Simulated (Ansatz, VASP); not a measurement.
ZnAuS3: VASP beside Ansatz

```
Zn S Au
1.0
     4.82250    0.00000    0.00000
     0.00000    4.82250    0.00000
     0.00000    0.00000    4.82250
Zn S Au
1 3 1
Direct
  0.50000 0.50000 0.50000
  0.50000 0.00000 0.00000
  0.00000 0.50000 0.00000
  0.00000 0.00000 0.50000
  0.00000 0.00000 0.00000
```

Alike in both runs: functional PBE; k mesh 4 × 4 × 4; occupations gaussian, width 0.1 eV; no spin polarisation.

Ansatz relaxed the structure, and its values are those at the end. VASP's run is a single point on that final structure, the one shown.

```csv
,VASP,Ansatz
version,VASP 6.6.1,Ansatz 0.2.0
potentials or method,"VASP PAW PBE potentials, release 64 (Zn, S, Au)","scalar-relativistic, plane waves, PAW"
plane-wave cutoff (eV),520,420
valence electrons in the cell,41,49
```

|  | VASP | Ansatz | Ansatz less VASP |
| --- | --- | --- | --- |
| gap on the k mesh at the Fermi level (eV) | none | none | - |
| pressure (GPa) | -0.2 | 0.0 | +0.17 |

A gap of «none» marks a metal or a gap that the smearing closes. With one functional, cell and mesh, what is left measures potentials, basis and numerics. The two sets of potentials don't hold the same shells in valence.

The runs have no spin-orbit coupling, so splittings on Au are missing.
